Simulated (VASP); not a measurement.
Consider the following.

```xyz
2
Lattice="3.8895 -2.1619 -0.0267 3.8895 2.1619 -0.0267 2.7122 0.0000 3.5280" Properties=species:S:1:pos:R:3 pbc="T T T"
Sb     2.4792     0.0000     0.8211
Sb     8.0121     0.0000     2.6536
```

Level of theory: PBE GGA with D4 dispersion, VASP's PBE PAW potentials (set 64) (plane waves; VASP 6.6.1). Settings: 520 eV cut-off, 12×12×12 Γ-centred mesh, tetrahedra with Blöchl corrections, potentials Sb.

The job: Sb (a7), 2 atoms, PBE-D4, static run, 520 eV, 12×12×12 Γ-centred mesh. Roughly how much core time does it take on a busy server core?

About 50 core-seconds (one run on a shared machine, a rough figure). It had 189 irreducible k-points, 9 bands, up to 1621 plane waves and 11 electronic steps.

The compound is Sb in the a7 structure. It was relaxed first.
